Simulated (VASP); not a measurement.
# Be2ZnO3 (Cc) in VASP: density of states with PBE

Aim: the density of states of Be2ZnO3 with PBE.

Program: VASP 6.6.1. These are calculated values, not measurements. Logs are shortened: lines on timing, memory, paths and dates and some standing lists are left out, and cuts for length are marked.

## Step 1: The crystal as given

The structure is monoclinic, space group Cc (No. 9). Conventional cell: a = 4.989 Å, b = 8.745 Å, c = 4.924 Å, α = 90.00°, β = 107.84°, γ = 90.00°. Be (site symmetry 1) has 4 O at 1.64 to 1.70 Å as nearest neighbours. Around Be (site symmetry 1) lie 4 O at 1.64 to 1.73 Å. Zn (site symmetry 1) has 4 O at 1.97 to 1.98 Å as nearest neighbours. Around O (site symmetry 1) lie 3 Be at 1.67 to 1.70 Å. Around O (site symmetry 1) lie 2 Be at 1.64 Å. Around O (site symmetry 1) lie 3 Be at 1.69 to 1.73 Å.

The cell was built by a generator and needn't be a form met in nature.

## Step 2: Density of states, PBE

File POSCAR:

```
Be2ZnO3
1.0
    2.4946500000     -4.3722500000      0.0000000000
    2.4946500000      4.3722500000      0.0000000000
   -1.5085590000      0.0000000000      4.6870040000
Be Zn O
4 2 6
Direct
    0.5784550000      0.4110780000      0.9994220000
    0.2618350000      0.7458740000      0.0005700000
    0.4110780000      0.5784550000      0.4994220000
    0.7458740000      0.2618350000      0.5005700000
    0.9088900000      0.0830540000      0.9905480000
    0.0830540000      0.9088900000      0.4905480000
    0.5017000000      0.6609230000      0.8610290000
    0.2629340000      0.0445870000      0.9066430000
    0.8711500000      0.4194600000      0.8663140000
    0.6609230000      0.5017000000      0.3610290000
    0.0445870000      0.2629340000      0.4066430000
    0.4194600000      0.8711500000      0.3663140000
```

File INCAR.step1:

```
PREC = Accurate
ENCUT = 520
EDIFF = 1E-6
ISMEAR = 0
SIGMA = 0.03
LREAL = False
LASPH = True
NELM = 60
ALGO = Normal
ISIF = 2
LWAVE = False
LCHARG = True
GGA = PE
NBANDS = 46
KPAR = 4
```

File KPOINTS.step1:

```
Automatic mesh
0
Gamma
  6 6 6
```

File INCAR.step2:

```
PREC = Accurate
ENCUT = 520
EDIFF = 1E-6
ISMEAR = -5
SIGMA = 0.03
LREAL = False
LASPH = True
NELM = 60
ALGO = Normal
ISIF = 2
LWAVE = False
LCHARG = False
GGA = PE
LORBIT = 10
NBANDS = 46
KPAR = 4
NEDOS = 2001
ICHARG = 11
```

File KPOINTS.step2:

```
Automatic mesh
0
Gamma
  9 9 9
```

Potentials or basis: VASP PAW PBE potentials, release 64 (Be, Zn, O).

Launch:

```bash
> cat potpaw_PBE.64/Be/POTCAR potpaw_PBE.64/Zn/POTCAR potpaw_PBE.64/O/POTCAR > POTCAR
> cp INCAR.step1 INCAR
> cp KPOINTS.step1 KPOINTS
> mpirun -np 4 vasp_std > vasp.out
> cp INCAR.step2 INCAR
> cp KPOINTS.step2 KPOINTS
> mpirun -np 4 vasp_std > vasp.out
```

OUTCAR:

```text
PREC = Accurate
   ENCUT = 520
   EDIFF = 1E-6
   ISMEAR = -5
   LREAL = False
   LASPH = True
   NELM = 60
   ISIF = 2
   GGA = PE
   LORBIT = 10
   ICHARG = 11

 ion  position               nearest neighbor table
   1  0.578  0.411  0.999-   8 1.64   9 1.69   7 1.69  10 1.70
   2  0.262  0.746  0.001-   8 1.64   7 1.67  12 1.73   9 1.73
   3  0.411  0.578  0.499-  11 1.64  12 1.69  10 1.69   7 1.70
   4  0.746  0.262  0.501-  11 1.64  10 1.67   9 1.73  12 1.73
   5  0.909  0.083  0.991-  11 1.97   7 1.97   9 1.97   8 1.98   6 2.89   6 2.89
   6  0.083  0.909  0.491-   8 1.97  10 1.97  12 1.97  11 1.98   5 2.89   5 2.89
   7  0.502  0.661  0.861-   2 1.67   1 1.69   3 1.70   5 1.97
   8  0.263  0.045  0.907-   1 1.64   2 1.64   6 1.97   5 1.98
   9  0.871  0.419  0.866-   1 1.69   4 1.73   2 1.73   5 1.97
  10  0.661  0.502  0.361-   4 1.67   3 1.69   1 1.70   6 1.97
  11  0.045  0.263  0.407-   3 1.64   4 1.64   5 1.97   6 1.98
  12  0.419  0.871  0.366-   3 1.69   2 1.73   4 1.73   6 1.97

  LATTYP: Found a base centered monoclinic cell.
 ALAT       =     4.9893000000
 B/A-ratio  =     1.7526506724
 C/A-ratio  =     0.9868708946
 COS(beta)  =    -0.3063813611

  Lattice vectors:

 A1 = (   2.4946500000,  -4.3722500000,   0.0000000000)
 A2 = (   2.4946500000,   4.3722500000,   0.0000000000)
 A3 = (  -1.5085590000,   0.0000000000,   4.6870040000)

Analysis of symmetry for initial positions (statically):
=====================================================================
 Subroutine PRICEL returns:
 Original cell was already a primitive cell.

 Routine SETGRP: Setting up the symmetry group for a
 base centered monoclinic supercell.

 Subroutine GETGRP returns: Found  2 space group operations
 (whereof  1 operations were pure point group operations)
 out of a pool of  4 trial point group operations.

The static configuration has the point symmetry C_1 .
 The point group associated with its full space group is C_1h.

Analysis of symmetry for dynamics (positions and initial velocities):
=====================================================================
 Subroutine PRICEL returns:
 Original cell was already a primitive cell.

 Routine SETGRP: Setting up the symmetry group for a
 base centered monoclinic supercell.

 Subroutine GETGRP returns: Found  2 space group operations
 (whereof  1 operations were pure point group operations)
 out of a pool of  4 trial point group operations.

The dynamic configuration has the point symmetry C_1 .
 The point group associated with its full space group is C_1h.

 Subroutine INISYM returns: Found  2 space group operations
 (whereof  1 operations are pure point group operations),
 and found     1 'primitive' translations

----------------------------------------------------------------------------------------

                                     Primitive cell

  volume of cell :     102.2445

  direct lattice vectors                    reciprocal lattice vectors
     2.494650000 -4.372250000  0.000000000     0.200428918 -0.114357596  0.064510047
     2.494650000  4.372250000  0.000000000     0.200428918  0.114357596  0.064510047
    -1.508559000  0.000000000  4.687004000     0.000000000  0.000000000  0.213355909

  length of vectors
     5.033870150  5.033870150  4.923794954     0.239605837  0.239605837  0.213355909

  position of ions in fractional coordinates (direct lattice)
     0.578455000  0.411078000  0.999422000
     0.261835000  0.745874000  0.000570000
     0.411078000  0.578455000  0.499422000
     0.745874000  0.261835000  0.500570000
     0.908890000  0.083054000  0.990548000
     0.083054000  0.908890000  0.490548000
     0.501700000  0.660923000  0.861029000
     0.262934000  0.044587000  0.906643000
     0.871150000  0.419460000  0.866314000
     0.660923000  0.501700000  0.361029000
     0.044587000  0.262934000  0.406643000
     0.419460000  0.871150000  0.366314000

  ion indices of the primitive-cell ions
[... 37 lines left out ...]
 Subroutine IBZKPT returns following result:
 ===========================================

 Found    205 irreducible k-points:

 Following reciprocal coordinates:
            Coordinates               Weight
  0.000000  0.000000  0.000000      1.000000
  0.111111 -0.000000  0.000000      4.000000
  0.222222  0.000000  0.000000      4.000000
  0.333333 -0.000000  0.000000      4.000000
  0.444444  0.000000  0.000000      4.000000
  0.111111  0.111111  0.000000      2.000000
[... 16 lines left out ...]
 -0.333333  0.333333  0.000000      2.000000
  0.444444  0.444444  0.000000      2.000000
 [... further k-points ...]
   k-points           NKPTS =    205   k-points in BZ     NKDIM =    205   number of bands    NBANDS=     46
   number of dos      NEDOS =   2001   number of ions     NIONS =     12
   total plane-waves  NPLWV =  64000
   dimension x,y,z NGX =    40 NGY =   40 NGZ =   40
   dimension x,y,z NGXF=    80 NGYF=   80 NGZF=   80
   ions per type =               4   2   6
   NGX,Y,Z   is equivalent  to a cutoff of  13.21, 13.21, 13.51 a.u.
   NGXF,Y,Z  is equivalent  to a cutoff of  26.42, 26.42, 27.01 a.u.
 SYSTEM =  unknown system
   PREC   = accura    normal or accurate (medium, high low for compatibility)
   ISTART =      0    job   : 0-new  1-cont  2-samecut
   ICHARG =     11    charge: 1-file 2-atom 10-const
   ISPIN  =      1    spin polarized calculation?
   LNONCOLLINEAR =      F non collinear calculations
   LSORBIT =      F    spin-orbit coupling
   LASPH  =      T    aspherical Exc in radial PAW
   ENCUT  =  520.0 eV  38.22 Ry    6.18 a.u.   9.36  9.36  9.15*2*pi/ulx,y,z
   NELM   =     60;   NELMIN=  2; NELMDL=  0     # of ELM steps
   EDIFF  = 0.1E-05   stopping-criterion for ELM
   LREAL  =      F    real-space projection
   EDIFFG = 0.1E-04   stopping-criterion for IOM
   NSW    =      0    number of steps for IOM
   IBRION =     -1    ionic relax: 0-MD 1-quasi-New 2-CG
   NFREE  =      0    steps in history (QN), initial steepest desc. (CG)
   ISIF   =      2    stress and relaxation
   ISYM   =      2    0-nonsym 1-usesym 2-fastsym
   POTIM  = 0.5000    time-step for ionic-motion
   TEBEG  =    0.0;   TEEND  =   0.0 temperature during run
   PSTRESS=    0.0 pullay stress
   NELECT =      68.0000    total number of electrons
   NUPDOWN=      -1.0000    fix difference up-down
   EMIN   =  10.00;   EMAX   =-10.00  energy-range for DOS
   EFERMI =   0.00;   METHOD = LEGACY
   ISMEAR =    -5;   SIGMA  =   0.03  broadening in eV -4-tet -1-fermi 0-gaus
   EFERMI_NEDOS =   21; number of points for ismear=-14 and -15
   IALGO  =     38    algorithm
   IMIX   =      4    mixing-type and parameters
     AMIX     =   0.40;   BMIX     =  1.00
     AMIX_MAG =   1.60;   BMIX_MAG =  1.00
  volume/ion in A,a.u.               =       8.52        57.50
  Fermi-wavevector in a.u.,A,eV,Ry     =   1.428996  2.700412 27.783518  2.042031
  Thomas-Fermi vector in A             =   2.548998
   LORBIT       =     10    0 simple, 1 ext, 2 COOP (PROOUT), +10 PAW based schemes
   GGA     = PE    functional components
   LHFCALC =     F    Hartree Fock is set to
   AEXX    =    0.0000 exact exchange contribution
   IVDW    =     0    specifies the selected vdW correction
   LEPSILON=     F    determine dielectric tensor
   LRPA    =     F    only Hartree local field effects (RPA)
 non-spin polarized calculation
 Fermi weights with tetrahedron method with Bloechl corrections
  energy-cutoff  :      520.00
  volume of cell :      102.24
 maximum number of plane-waves:      2775
 NGX is ok and might be reduce to    40

 number of electron      67.9999997 magnetization

 Free energy of the ion-electron system (eV)
  ---------------------------------------------------
  ext. energy  EPLUGINS =         0.00000000
  ---------------------------------------------------
  free energy    TOTEN  =       -73.92968311 eV

  energy without entropy =      -73.92968311  energy(sigma->0) =      -73.92968311

 E-fermi :   2.5659     XC(G=0): -11.2121

 val. band max:        2.5574980174   @ k =   0.0000   0.0000   0.0000
 cond. band min:       6.0792827665   @ k =   0.0000   0.0000   0.0000
 fundamental gap:      3.5217847491
 Fermi energy:         2.5658928970

 k-point     1 :       0.0000    0.0000    0.0000
  band No.  band energies     occupation
      1     -15.8284      2.00000
      2     -14.5227      2.00000
      3     -14.3175      2.00000
      4     -14.1877      2.00000
      5     -14.1660      2.00000
      6     -14.0287      2.00000
[... 1165 lines left out ...]
     45      15.7561      0.00000
     46      15.8974      0.00000

 [... further k-points ...]

------------------------ aborting loop because EDIFF is reached ----------------------------------------

  FORCE on cell =-STRESS in cart. coord.  units (eV):
  Direction    XX          YY          ZZ          XY          YZ          ZX
  --------------------------------------------------------------------------------------
  -------------------------------------------------------------------------------------
  Total        0.0149976      0.0155376      0.0207592      0.0000000      0.0000000     -0.0162448
  in kB        0.2350136      0.2434746      0.3252984      0.0000000      0.0000000     -0.2545567
  external PRESSURE =       0.2679288 kB  Pullay stress =       0.0000000 kB

 VOLUME and BASIS-vectors are now :
 -----------------------------------------------------------------------------
  energy-cutoff  :      520.00
  volume of cell :      102.24
      direct lattice vectors                 reciprocal lattice vectors
     2.494650000 -4.372250000  0.000000000     0.200428918 -0.114357596  0.064510047
     2.494650000  4.372250000  0.000000000     0.200428918  0.114357596  0.064510047
    -1.508559000  0.000000000  4.687004000     0.000000000  0.000000000  0.213355909

 POSITION                                       TOTAL-FORCE (eV/Angst)
 -----------------------------------------------------------------------------------
      0.96085     -0.73181      4.68429         0.002832     -0.003483      0.002099
      2.51302      2.11634      0.00267        -0.000892     -0.003211      0.000588
      1.71513      0.73181      2.34079         0.002832      0.003483      0.002099
      1.75874     -2.11634      2.34617        -0.000892      0.003211      0.000588
      0.98025     -3.61076      4.64270         0.000163     -0.002511     -0.001961
      1.73453      3.61076      2.29920         0.000163      0.002511     -0.001961
      1.60142      0.69616      4.03565        -0.002615     -0.003462     -0.001188
     -0.60057     -0.95467      4.24944        -0.000073     -0.003103     -0.000077
      1.91273     -1.97490      4.06042         0.000586     -0.000131      0.000540
      2.35570     -0.69616      1.69214        -0.002615      0.003462     -0.001188
      0.15371      0.95467      1.90594        -0.000073      0.003103     -0.000077
      2.66701      1.97490      1.71692         0.000586      0.000131      0.000540
 -----------------------------------------------------------------------------------
    total drift:                                0.001543     -0.000000     -0.002588

  FREE ENERGIE OF THE ION-ELECTRON SYSTEM (eV)
  ---------------------------------------------------
  free  energy   TOTEN  =       -73.9296831079 eV

  energy  without entropy=      -73.9296831079  energy(sigma->0) =      -73.92968311

 total charge

# of ion       s       p       d       tot
------------------------------------------
    1        0.411   0.755   0.000   1.165
    2        0.402   0.732   0.000   1.134
    3        0.411   0.755   0.000   1.165
    4        0.402   0.732   0.000   1.134
    5        0.473   0.520   9.902  10.895
    6        0.473   0.520   9.902  10.895
    7        1.543   3.579   0.000   5.122
    8        1.547   3.574   0.000   5.120
    9        1.542   3.563   0.000   5.105
   10        1.543   3.579   0.000   5.122
   11        1.547   3.574   0.000   5.120
   12        1.542   3.563   0.000   5.105
--------------------------------------------------
tot         11.834  25.444  19.805  57.082
```

It took 4.5 min on 4 MPI ranks of Intel Xeon Platinum 8259CL at 2.50GHz (Skylake/Cascade Lake), shared host; peak memory 0.77 GiB.

Results:

* Valence electrons inside the program's atomic spheres: Be 1.17, 1.13; Zn 10.89; O 5.12, 5.11

Levels at points of the mesh, in eV from the valence-band top:
| k point | band 30 | band 31 | band 32 | band 33 | band 34 | band 35 | band 36 | band 37 | band 38 | band 39 |
| --- | --- | --- | --- | --- | --- | --- | --- | --- | --- | --- |
| (0.00, 0.00, 0.00) | -0.86 | -0.66 | -0.23 | -0.17 | 0.00 | 3.52 | 7.12 | 8.70 | 8.80 | 9.33 |

States per cell in windows of 1 eV (zero at the valence-band top; states under -8 eV left out):
```
from (eV)  total  Zn5_d  Zn6_d  O8_p  O11_p  O7_p  O10_p
     -8.0   0.00   0.00   0.00  0.00   0.00  0.00   0.00
     -7.0   0.10   0.01   0.01  0.01   0.01  0.01   0.01
     -6.0  11.00   2.10   2.10  0.68   0.68  0.49   0.49
     -5.0  14.34   4.83   4.83  0.41   0.41  0.41   0.41
     -4.0   7.34   1.29   1.29  0.36   0.36  0.47   0.47
     -3.0   8.91   0.72   0.72  0.60   0.60  0.87   0.87
     -2.0   7.77   0.52   0.52  0.62   0.62  0.75   0.75
     -1.0   7.23   0.54   0.54  0.93   0.93  0.61   0.61
      0.0   0.00   0.00   0.00  0.00   0.00  0.00   0.00
      1.0   0.00   0.00   0.00  0.00   0.00  0.00   0.00
      2.0   0.00   0.00   0.00  0.00   0.00  0.00   0.00
      3.0   0.04   0.00   0.00  0.00   0.00  0.00   0.00
      4.0   0.37   0.00   0.00  0.02   0.02  0.01   0.01
      5.0   1.50   0.01   0.01  0.08   0.08  0.07   0.07
      6.0   1.78   0.03   0.03  0.07   0.07  0.05   0.05
      7.0   2.39   0.04   0.04  0.08   0.08  0.05   0.05
```
